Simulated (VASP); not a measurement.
Wanted: the native input for a VASP 6.6.1 run.

```yaml
Task: relaxation of cell and atoms
Functional: RPBE
Dispersion: D3(BJ)
Potentials_or_basis: VASP PAW PBE potentials, release 64 (Zn, Hg, O)
Cutoff: 600 eV
k_mesh: 5 × 5 × 6
Occupations: fermi-dirac, width 0.05 eV
Spin: no spin polarisation
Further_INCAR_settings: ALGO = Normal; EDIFF = 1e-06; IBRION = 2; EDIFFG = -0.02; NSW = 40; ISIF = 3
```

The structure of ZnHgO2 lies in POSCAR:

```
ZnHgO2
1.0
    4.0092200000      0.0000000000      0.0000000000
    0.0000000000      4.0092200000      0.0000000000
    0.0000000000      0.0000000000      3.3045900000
Zn Hg O
1 1 2
Direct
    0.0000000000      0.0000000000      0.0000000000
    0.5000000000      0.5000000000      0.5000000000
    0.5000000000      0.0000000000      0.0000000000
    0.0000000000      0.5000000000      0.0000000000
```

The cell was built by a generator and needn't be a form met in nature.

The input as run:

INCAR

```
ALGO = Normal
EDIFF = 1E-6
EDIFFG = -0.02
ENCUT = 600
GGA = RP
IBRION = 2
ISIF = 3
ISMEAR = -1
IVDW = 12
LASPH = True
LCHARG = False
LREAL = False
LWAVE = False
NELM = 100
NSW = 40
PREC = Accurate
SIGMA = 0.05
```

KPOINTS

```
k-points
0
Gamma
  5 5 6
```

Potentials or basis: VASP PAW PBE potentials, release 64 (Zn, Hg, O).

Launch:

```console
$ cat potpaw_PBE.64/Zn/POTCAR potpaw_PBE.64/Hg/POTCAR potpaw_PBE.64/O/POTCAR > POTCAR
$ mpirun -np 1 vasp_std > vasp.out
```

It gave:

| Quantity | Value |
| --- | --- |
| Relaxed volume | 11.77 Å³/atom |
| Relaxed cell | a = 3.945 Å, b = 3.945 Å, c = 3.026 Å, α = 90.00°, β = 90.00°, γ = 90.00° |
| Space group after relaxing (to 0.05 Å) | P4/mmm (No. 123) |
| Energy gained by relaxing | 72.6 meV/atom |
| Ionic steps | 8 |
| Pressure after relaxing | 0.0 GPa |
| Band gap on the k mesh | none (metal or under the smearing width) |
| Dispersion energy per atom | -1.203 eV |

Caveat: the PAW data sets were made with another functional, which shifts forces and pressure a little; pairwise dispersion overbinds metals, which lowers pressure and volume.

Wall time 100 s on 1 thread of Intel(R) Xeon(R) Platinum 8375C CPU @ 2.90GHz (Ice Lake) (shared host), peak memory 0.22 GiB.
